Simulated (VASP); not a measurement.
Consider the following.

```yaml
crystal:
  lattice:
    - [4.00751, 0.00000, 0.00000]
    - [-2.00375, 3.47060, 0.00000]
    - [0.00000, 0.00000, 4.82573]
  atoms:
    - { symbol: Fe, position: [0.00000, 0.00000, 0.00000] }
    - { symbol: Fe, position: [0.00000, 0.00000, 0.50000] }
    - { symbol: Fe, position: [0.66667, 0.33333, 0.75000] }
    - { symbol: Fe, position: [0.33333, 0.66667, 0.25000] }
    - { symbol: Ge, position: [0.66667, 0.33333, 0.25000] }
    - { symbol: Ge, position: [0.33333, 0.66667, 0.75000] }
```

Level of theory: LDA (Ceperley-Alder, Perdew-Zunger), VASP's LDA PAW potentials (set 64) (plane waves; VASP). Settings: 400 eV cut-off, 10×10×7 Γ-centred mesh, tetrahedra with Blöchl corrections, potentials Fe Ge_d.

The run has a spin-polarised start.

Question: Tabulate the total density of states (states/eV per cell) against energy (eV; zero at the valence-band maximum or, without a gap, the Fermi level).

Answer: 
```
E (eV) | DOS (states/eV)
    -9.98 | #### 1.80
    -9.62 | ##### 1.99
    -9.26 | ## 0.80
    -8.90 |  0.11
    -8.66 |  0.00
    -8.30 |  0.00
    -7.94 |  0.00
    -7.58 |  0.00
    -7.22 |  0.08
    -6.86 | ### 1.40
    -6.50 | ###### 2.45
    -6.14 | #### 1.91
    -5.90 | #### 1.85
    -5.54 | #### 1.86
    -5.18 | ##### 2.24
    -4.82 | ####### 2.93
    -4.46 | ########## 4.20
    -4.10 | ############## 5.91
    -3.74 | ######### 3.96
    -3.38 | ################## 7.74
    -3.14 | ################## 7.66
    -2.78 | ######## 3.52
    -2.42 | ############## 5.80
    -2.06 | ############## 6.17
    -1.70 | ######################## 10.2
    -1.34 | ############################## 12.8
    -0.98 | #################### 8.47
    -0.62 | ################ 6.76
    -0.38 | ################ 6.70
    -0.02 | ################# 7.38
     0.34 | ######################## 10.2
     0.70 | ########### 4.79
     1.06 | ######## 3.26
     1.42 | ###### 2.73
     1.78 | ####### 2.80
     2.14 | ###### 2.53
     2.38 | ##### 2.21
     2.74 | ##### 2.16
     3.10 | ###### 2.45
     3.46 | #### 1.79
```
Within 2 eV below the Fermi level the largest weight inside VASP's projection spheres is Fe d.

The structure comes from a computed database's Fe2Ge entry (P6_3/mmc); how it stands against other phases isn't given here. It was relaxed first, which changed the volume by -9 %.
